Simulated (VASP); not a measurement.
Consider the following.

```yaml
crystal:
  lattice:
    - [2.02164, -3.50159, 0.00000]
    - [2.02164, 3.50159, 0.00000]
    - [0.00000, 0.00000, 5.12659]
  atoms:
    - { symbol: Se, position: [0.00000, 0.24832, 0.66667] }
    - { symbol: Se, position: [0.75168, 0.75168, 0.00000] }
    - { symbol: Se, position: [0.24832, 0.00000, 0.33333] }
```

Computed with PBEsol GGA, VASP's PBE PAW potentials (set 64) (plane waves; VASP 6.6.1). Settings: 480 eV cut-off, 6×6×4 Γ-centred mesh, Gaussian smearing of 0.050 eV, potentials Se.

Without a dispersion term in the relaxation, distances and binding between the weakly bound layers, chains or molecules are unreliable, and so is what depends on them.

Each relaxation starts from this cell; other phases were not tried.

The cell is relaxed at 1 GPa. What happens?

The volume per atom goes from 24.19 to 23.32 Å³ (-3.6 %), and the cell becomes a = 3.9680 Å, b = 3.9680 Å, c = 5.1297 Å, α = 90.00°, β = 90.00°, γ = 120.00°, space group P3_121. The gap on the mesh goes from 0.44 to 0.33 eV.

The cell is relaxed at 20 GPa. What happens?

The volume per atom goes from 24.19 to 18.14 Å³ (-25.0 %), and the cell becomes a = 3.493 Å, b = 3.493 Å, c = 5.150 Å, α = 90.00°, β = 90.00°, γ = 120.00°, space group P3_121. The gap on the mesh, 0.44 eV at the start, closes.

Failed runs are left out, and for metals the shear rows, which the mesh's noise covers.

The compound is Se in the trig structure.
